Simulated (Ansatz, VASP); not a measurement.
**Cross-check of TiSi between VASP and Ansatz**

Wanted: the spread between two codes on one cell, functional and k mesh. The cell is generated by rule, not measured, and may not be a known phase. The cell is taken from a series of runs on this material, whose earlier steps may have relaxed, scaled, displaced or heated it; both programs get it as it stands.

Program: Ansatz 0.2.0. Level of theory: plane waves, with VASP 6.6.1 beside it; single point at PBEsol. Results are calculated unless marked as measured.

The structure was built from a prototype and need not be the compound's stable phase.

## 1. Set-up

Symmetry: Fm-3m, No. 225, cubic system. The conventional cell has a = 5.110 Å, b = 5.110 Å, c = 5.110 Å, α = 90.00°, β = 90.00°, γ = 90.00°. Nearest to Ti lie 6 Si at 2.56 Å. Nearest to Si lie 6 Ti at 2.56 Å. Farther neighbours are not listed.

## 2. VASP: single point, PBEsol

With cell and atoms fixed, the geometry can't cause a difference; cores, projectors, grids and the points listed under the comparison can.

Lines of VASP's logs that name or quote its potential files are left out, and so is its time.

Input file INCAR:

```
SYSTEM = TiSi
PREC = Accurate
ENCUT = 500
EDIFF = 1E-06
NELM = 120
ISMEAR = 0
SIGMA = 0.1
LREAL = .FALSE.
ALGO = Normal
GGA = PS
NBANDS = 14
LASPH = .TRUE.
LORBIT = 11
LWAVE = .FALSE.
LCHARG = .FALSE.
ISIF = 2
GGA_COMPAT = .FALSE.
```

Input file POSCAR:

```
TiSi
1.0
    0.0000000000      2.5550000000      2.5550000000
    2.5550000000      0.0000000000      2.5550000000
    2.5550000000      2.5550000000      0.0000000000
Ti Si
1 1
Direct
    0.0000000000      0.0000000000      0.0000000000
    0.5000000000      0.5000000000      0.5000000000
```

Input file KPOINTS:

```
Automatic mesh
0
Gamma
6 6 6
0 0 0
```

The projector-augmented-wave data sets are Ti_sv and Si (PBE family, release 64).

Run with:

```
$ mpirun -np 1 vasp_std
```

Numbers of over 12 decimals in the logs are rounded to 6 here.

The log of the run:

```text
[banner, memory and clock lines left out]
running    1 mpi-ranks, on    1 nodes
 distrk:  each k-point on    1 cores,    1 groups
 distr:  one band on    1 cores,    1 groups

 POSCAR found type information on POSCAR TiSi
 POSCAR found :  2 types and       2 ions
|                                                                             |
|               ----> ADVICE to this user running VASP <----                  |
|                                                                             |
|     You enforced a specific xc type in the INCAR file but a different       |
|     [... a line on the potential file left out ...]
|     I HOPE YOU KNOW WHAT YOU ARE DOING!                                     |
|                                                                             |

 LDA part: xc-table for (Slater+PW92), standard interpolation
 POSCAR, INCAR and KPOINTS ok, starting setup
 FFT: planning ... GRIDC
 FFT: planning ... GRID_SOFT
 FFT: planning ... GRID
 WAVECAR not read
 entering main loop
       N       E                     dE             d eps       ncg     rms          rms(c)
DAV:   1     0.103158290333E+03    0.10316E+03   -0.76014E+03   448   0.116E+03
DAV:   2    -0.113172967701E+02   -0.11448E+03   -0.11041E+03   478   0.315E+02
DAV:   3    -0.174386575903E+02   -0.61214E+01   -0.59603E+01   702   0.691E+01
DAV:   4    -0.175916608164E+02   -0.15300E+00   -0.15264E+00   518   0.101E+01
DAV:   5    -0.175968967826E+02   -0.52360E-02   -0.52357E-02   650   0.170E+00    0.122E+01
DAV:   6    -0.152565470142E+02    0.23403E+01   -0.98441E+00   548   0.400E+01    0.456E+00
DAV:   7    -0.150530963795E+02    0.20345E+00   -0.19337E+00   502   0.161E+01    0.280E+00
DAV:   8    -0.150927581200E+02   -0.39662E-01   -0.31825E-01   510   0.717E+00    0.200E+00
DAV:   9    -0.150335081256E+02    0.59250E-01   -0.11582E-01   496   0.465E+00    0.383E-01
DAV:  10    -0.150336853895E+02   -0.17726E-03   -0.44831E-03   520   0.588E-01    0.363E-01
DAV:  11    -0.150336883687E+02   -0.29792E-05   -0.39857E-05   550   0.621E-02    0.307E-01
DAV:  12    -0.150335188724E+02    0.16950E-03   -0.41245E-04   514   0.248E-01    0.437E-02
DAV:  13    -0.150335166213E+02    0.22512E-05   -0.17093E-05   520   0.373E-02    0.405E-02
DAV:  14    -0.150335153113E+02    0.13100E-05   -0.77827E-07   360   0.111E-02    0.312E-02
DAV:  15    -0.150335151305E+02    0.18081E-06   -0.52041E-06   538   0.269E-02
   1 F= -.15033515E+02 E0= -.15031179E+02  d E =-.467210E-02
```

OUTCAR, selected parts (step 2):

```text
ion  position               nearest neighbor table
   1  0.000  0.000  0.000-   2 2.56   2 2.56   2 2.56   2 2.56   2 2.56   2 2.56
   2  0.500  0.500  0.500-   1 2.56   1 2.56   1 2.56   1 2.56   1 2.56   1 2.56

  LATTYP: Found a face centered cubic cell.
 ALAT       =     5.1100000000

 Subroutine GETGRP returns: Found 48 space group operations
 (whereof 48 operations were pure point group operations)

The static configuration has the point symmetry O_h .

 Found     16 irreducible k-points:

   k-points           NKPTS =     16   k-points in BZ     NKDIM =     16   number of bands    NBANDS=     14

   dimension x,y,z NGX =    28 NGY =   28 NGZ =   28
   dimension x,y,z NGXF=    56 NGYF=   56 NGZF=   56

   ENCUT  =  500.0 eV  36.75 Ry    6.06 a.u.   6.59  6.59  6.59*2*pi/ulx,y,z

   NELECT =      16.0000    total number of electrons

 k-points in reciprocal lattice and weights: Automatic mesh
   0.00000000  0.00000000  0.00000000       0.005
   0.16666667  0.00000000  0.00000000       0.037
   0.33333333  0.00000000  0.00000000       0.037
   0.50000000  0.00000000  0.00000000       0.019
   0.16666667  0.16666667  0.00000000       0.028
   0.33333333  0.16666667  0.00000000       0.111
   0.50000000  0.16666667  0.00000000       0.111
  -0.33333333  0.16666667  0.00000000       0.111
  -0.16666667  0.16666667  0.00000000       0.056
[...]
-0.33333333  0.33333333  0.16666667       0.111
  -0.33333333  0.50000000  0.16666667       0.056

 average (electrostatic) potential at core
       1 -72.6031       2 -80.3050

 E-fermi :   8.0219

 k-point     1 :       0.0000    0.0000    0.0000
  band No.  band energies     occupation
    ...
      4     -24.9425      2.00000
      5      -2.0968      2.00000
      6       8.0382      0.81773
      7       8.0382      0.81773
      8       8.0382      0.81770
      9       8.3981      0.00000
     10       8.3981      0.00000
     11      11.3139      0.00000
     12      11.3139      0.00000
     13      11.3139      0.00000
    ...

 k-point     2 :       0.1667    0.0000    0.0000
  band No.  band energies     occupation
    ...
      4     -24.9457      2.00000
      5      -1.6223      2.00000
      6       7.0817      2.00000
      7       7.5668      2.00000
      8       7.5668      2.00000
      9       8.4409      0.00000
     10       8.4409      0.00000
     11      10.6681      0.00000
     12      12.4014      0.00000
     13      12.4014      0.00000
    ...

 k-point     3 :       0.3333    0.0000    0.0000
  band No.  band energies     occupation
    ...
      4     -24.9519      2.00000
      5      -0.3040      2.00000
      6       4.7868      2.00000
      7       6.6690      2.00000
      8       6.6690      2.00000
      9       9.2097      0.00000
     10       9.2097      0.00000
     11      10.3453      0.00000
     12      14.0630      0.00000
     13      14.0630      0.00000
    ...

  Total       -1.0189772     -1.0189772     -1.0189772     -0.0000000      0.0000000     -0.0000000
  in kB      -48.9409429    -48.9409429    -48.9409429     -0.0000000      0.0000000     -0.0000000
  external PRESSURE =     -48.9409429 kB  Pullay stress =       0.0000000 kB

  energy-cutoff  :      500.00
  volume of cell :       33.36
      direct lattice vectors                 reciprocal lattice vectors
     0.000000000  2.555000000  2.555000000    -0.195694716  0.195694716  0.195694716
     2.555000000  0.000000000  2.555000000     0.195694716 -0.195694716  0.195694716
     2.555000000  2.555000000  0.000000000     0.195694716  0.195694716 -0.195694716

 POSITION                                       TOTAL-FORCE (eV/Angst)
 -----------------------------------------------------------------------------------
      0.00000      0.00000      0.00000        -0.000000     -0.000000     -0.000000
      2.55500      2.55500      2.55500         0.000000      0.000000      0.000000
 -----------------------------------------------------------------------------------
    total drift:                               -0.000000     -0.000000      0.000000

  FREE ENERGIE OF THE ION-ELECTRON SYSTEM (eV)
  ---------------------------------------------------
  free  energy   TOTEN  =       -15.0335151305 eV

  energy  without entropy=      -15.0288430256  energy(sigma->0) =      -15.03117908

 total charge
# of ion       s       p       d       tot
------------------------------------------
    1        2.166   6.120   2.001  10.286
    2        0.803   0.934   0.000   1.737
--------------------------------------------------
tot          2.969   7.053   2.001  12.023

[... 3 further parts left out ...]
```

The run ends at a pressure of -4.89 GPa.

## 3. Ansatz: single point, PBEsol

Ansatz runs on its default PAW (the set named soft_2) files.

The same cell, functional, mesh and smearing now go to Ansatz, which takes its cutoff from its data sets.

Input file input.yaml:

```yaml
crystal:
  lattice:
    - [0.0, 2.555, 2.555]
    - [2.555, 0.0, 2.555]
    - [2.555, 2.555, 0.0]
  atoms:
    - { symbol: Ti, position: [0.0, 0.0, 0.0] }
    - { symbol: Si, position: [0.5, 0.5, 0.5] }
kpoints:
  mp_grid: { grid: [6, 6, 6] }
hamiltonian:
  xc: pbesol
scf:
  occupations: { method: gaussian, width: 0.1 }
output:
  forces: true
  stress: true
  eigenvalues: true
```

Run with:

```
$ ansatz run input.yaml --threads 4 --pin off --max-ram 7168MiB --backend cpu --events-out ev --progress --plain --runs-dir out
```

The log of the run:

```text
Engine: ansatz 0.2.0, x86_64-unknown-linux-gnu
Pseudopotentials: kind: paw
Pseudopotential: Ti, paw, valence charge 12, recommended cutoff 420 eV (normal), Ti.paw.azcp
Pseudopotential: Si, paw, valence charge 4, recommended cutoff 420 eV (normal), Si.paw.azcp
Functional definition: PBEsol
  exchange = pbesol_x
  correlation = pbesol_c
Crystal: 2 atoms, lattice volume = 33.358 Å³
Basis set: ecut = 420 eV, 645 PW (Γ), exchange–correlation on 50×50×50 points (8 copies of the dense FFT grid, shifted against one another)
Bands: 12, of which v1, the nominal top of the filled ones, is band 8 counted from 1 (7 counted from 0)
Symmetry: 48 space group operations
Space group: Fm-3m (ITA 225), of the structure as read, at distance tolerance 3.2e-5 Å
k-points: 16 of 216
Non-local potential: Ti, projectors of the file, l = 0: 3, l = 1: 2, l = 2: 3, l = 3: 1
Non-local potential: Si, projectors of the file, l = 0: 2, l = 1: 2, l = 2: 2
PAW form: soft (Blöchl's): semilocal exchange-correlation on the pseudo side does not see the compensation charge
PAW frozen core: Ti, regenerated for the run's functional, and the local potential with it (the file was generated under x = pbe(κ = 0.804, μ = 0.219515), c = pbe(β = 0.066725))
PAW frozen core: Si, regenerated for the run's functional, and the local potential with it (the file was generated under x = pbe(κ = 0.804, μ = 0.219515), c = pbe(β = 0.066725))
PAW one-centre angular grid: Ti, 590 points (default); XC on 64 Gauss nodes
PAW one-centre angular grid: Si, 110 points (default); XC on 64 Gauss nodes
Initial density: superposition of atomic densities (neutral atoms: chi_scale 0, normalization atom), corrected by the library's trained network
Initial wavefunctions: pseudopotential atomic-orbital guess
Functional: x = pbesol(κ = 0.804, μ = 0.123457), c = pbesol(β = 0.046)
SCF iter   1: F=—  HF=-3096.344490 eV  |F-HF|=—  |Δ(HF+E_count)|=         —  Δρ=7.55e-3  dr2=1.83e-2  ethr=1.77e-3  ⟨swp⟩=4.9  Hψ=1032  notcnv=0
preconditioner: auto → none  [metal: Δε(μ)=0.052 eV  Ē_g=5.659 eV  σ=0.100 eV  W_gap=0.27  n_scr=8 (ndim 8)  ℏωp=18.2 eV  f_vac=0.000  D(μ)=0.97/eV (n_scr^D=8)  sad-step TF]
SCF iter   2: F=—  HF=-3096.342192 eV  |F-HF|=—  |Δ(HF+E_count)|=   2.30e-3  Δρ=4.31e-3  dr2=6.49e-3  ethr=1.14e-4  ⟨swp⟩=1.1  Hψ=322  notcnv=0
SCF iter   3: F=—  HF=-3096.341056 eV  |F-HF|=—  |Δ(HF+E_count)|=   1.14e-3  Δρ=3.05e-4  dr2=3.84e-5  ethr=4.06e-5  ⟨swp⟩=2.2  Hψ=233  notcnv=0
SCF iter   4: F=—  HF=-3096.341058 eV  |F-HF|=—  |Δ(HF+E_count)|=   2.05e-6  Δρ=5.93e-5  dr2=5.61e-7  ethr=2.40e-7  ⟨swp⟩=2.5  Hψ=296  notcnv=0
iter 5 did not close the SCF: its close was put off for the readings that it lacked (scf_convergence_deferred on its scf_iter line)
SCF iter   5: F=-3096.341058 eV  HF=-3096.341058 eV  |F-HF|=6.28e-9  |Δ(HF+E_count)|=   1.00e-7  Δρ=7.09e-6  dr2=5.59e-9  ethr=3.51e-9  ⟨swp⟩=2.1  Hψ=305  notcnv=0
SCF iter   6: F=-3096.341058 eV  HF=-3096.341058 eV  |F-HF|=2.91e-11  |Δ(HF+E_count)|=   7.38e-9  Δρ=6.25e-7  dr2=7.84e-11  ethr=3.49e-11  ⟨swp⟩=1.2  Hψ=565  notcnv=0
SCF 1 converged in 6 iterations: F = -3096.341058 eV  dr2 = 7.84e-11
  greatest PAW one-centre occupation: 0.999 electrons in one spin orbital (limit 2), on the Ti atom at site 0 (counted from 0), in its partial waves of l = 0
SCF converged after 6 iterations
Free energy (F): -3096.341058 eV
Harris-Foulkes:  -3096.341058 eV  (|F-HF|=2.91e-11)
Internal energy: -3096.336370 eV  (E = F + TS)
E sigma→0 (E₀):  -3096.338714 eV
Entropy (-TS):   -0.004689 eV (-2.344 meV/atom)
Fermi energy:    10.854383 eV
--- Per-component energies (eV) ---
  E_band       = -165.374789
  E_kinetic    = 313.001609
  E_local      = -1009.982572  (includes V_loc(G=0)·N_el)
  E_nonlocal   = 36.262746
  E_hartree    = 418.852668
  E_xc         = -152.150602
  E_vxc        = -169.289657  (∫ρ·V_xc dr)
  E_paw        = -1521.505776  (= ΣΔE_a)
  E_vpaw       = -173.072293  (= ΣTr[D̂ρ^β])
  E_aug_tail   = 0.000112  (compensation charges beyond the density's cutoff)
  E_ewald      = -1180.985499
  E_core_change = 0.170945  (= ΣΔE_core)
  E_smearing   = -0.004689  (= −TS)
  E_closure    = 0.000000  (closes the sum)
  Σ components = -3096.341058   (vs F -3096.341058, Δ=0.00e0)
--- Forces (eV/Å), atoms counted from 1 ---
  atom   1  Ti    -0.00000000     0.00000000    -0.00000000
  atom   2  Si    -0.00000000     0.00000000     0.00000000
  max |Σ_I F_I| component: 9.86e-31 eV/Å
--- Stress (GPa, compression-positive) ---
       -4.981320       0.000000      -0.000000
       -0.000000      -4.981320       0.000000
       -0.000000       0.000000      -4.981320
  P = ⅓ Tr σ = -4.9813 GPa (-49.813 kbar)
--- Band table (eV; the first three rows and the last of 16) ---
  k-point 0: bands = [... 4 lower, 0.7282, 10.8732, 10.8732, 10.8732, 11.2357, 11.2357, 14.1406, 14.1406]
  k-point 1: bands = [... 4 lower, 1.2037, 9.9141, 10.4008, 10.4008, 11.2769, 11.2769, 13.4987, 15.2316]
  k-point 2: bands = [... 4 lower, 2.5244, 7.6171, 9.5012, 9.5012, 12.0467, 12.0467, 13.1803, 16.8961]
  k-point 15: bands = [... 4 lower, 4.0039, 7.6163, 8.4028, 9.2796, 12.2648, 12.8465, 12.9399, 12.9409]
```

The column dr2 measures how far the density is from self-consistency, as an energy; F and HF (Harris–Foulkes) agree once it is small.

The run ends at a pressure of -4.98 GPa.

## 4. Side by side

Known differences besides the potentials themselves: the cutoff is 420 eV in Ansatz and 500 eV in VASP; Ansatz makes its cores anew for this functional, VASP keeps those of its PBE data sets. Total energies have different zeros and are not compared.

Both answers:

| quantity | Ansatz | VASP | difference |
| --- | --- | --- | --- |
| pressure (GPa) | -4.98 | -4.89 | -0.09 |

## 5. Results

```
difference in pressure (single point, PBEsol) : -0.087 GPa
```

What this shows: The difference in pressure is -0.087 GPa (single point, PBEsol), within the 1 GPa picked in this series as the mark of a large difference. How closely two codes agree says nothing of how well the functional describes the real material.

[Lines on the potential files, build, host, timing and source positions are cut from VASP's logs without a mark.]

[Logs are printed without paths, hosts, clocks, repeated set-up lines and the standing remarks that a program may print on its own settings, such as how far it seeks lower states.]

[Hosts, paths, dates, database ids (printed as entryN), source tags and the programs' standing remarks are cut or masked in the printed files.]
